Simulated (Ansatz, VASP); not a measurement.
# One calculation of Ta3Se, two programs

```xyz
4
Lattice="4.1375 0.0000 0.0000 0.0000 4.1375 0.0000 0.0000 0.0000 4.1375" Properties=species:S:1:pos:R:3 pbc="T T T"
Ta    0.0000    2.0688    2.0688
Ta    2.0688    0.0000    2.0688
Ta    2.0688    2.0688    0.0000
Se    0.0000    0.0000    0.0000
```

Alike in both runs: functional PBE; k mesh 4 × 4 × 4; occupations gaussian, width 0.1 eV; no spin polarisation.

Ansatz relaxed the structure, and its values are those at the end. VASP's run is a single point on that final structure, the one shown.

|  | VASP | Ansatz |
| --- | --- | --- |
| version | VASP 6.6.1 | Ansatz 0.2.0 |
| potentials or method | VASP PAW PBE potentials, release 64 (Ta_pv, Se) | scalar-relativistic, plane waves, PAW |
| plane-wave cutoff (eV) | 520 | 420 |
| valence electrons in the cell | 39 | 55 |

```tsv
	VASP	Ansatz	Ansatz less VASP
gap on the k mesh at the Fermi level (eV)	none	none	-
pressure (GPa)	0.0	-0.2	-0.16
```

A gap of «none» marks a metal or a gap that the smearing closes. The two sets of potentials don't hold the same shells in valence.

Caveats: the k mesh is coarse (spacing up to 0.38 Å⁻¹), so the values aren't converged. Spin-orbit coupling is left out, which matters for the levels of Ta.
